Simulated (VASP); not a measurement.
Here is the system:

```
CELL_PARAMETERS angstrom
      1.50450    -2.60587     0.00000
      1.50450     2.60587     0.00000
      0.00000     0.00000     4.77360
ATOMIC_POSITIONS crystal
  Ti 0.33333 0.66667 0.25000
  Ti 0.66667 0.33333 0.75000
```

All values below come from PBE GGA, VASP's PBE PAW potentials (set 64) (plane waves; VASP 6.6.1). Settings: 400 eV cut-off, 7×7×4 Γ-centred mesh, first-order Methfessel-Paxton smearing of 0.10 eV, potentials Ti_sv.

### Question
Give the stress tensor in GPa (positive for a compressed cell).

### Answer

```
-8.36   0.00   0.00
 0.00  -8.36   0.00
 0.00   0.00  -7.16
```
The pressure is its mean diagonal, -7.96 GPa.

The compound is Ti in the hcp structure. The cell was not relaxed at this level. The k-mesh is coarse (spacing up to 0.34 per Å, 2π included), so the numbers may not be converged in it. The run is one of a series of settings (KPOINTS 7×7×4 Γ-centred mesh against the base run), some of them coarse on purpose.
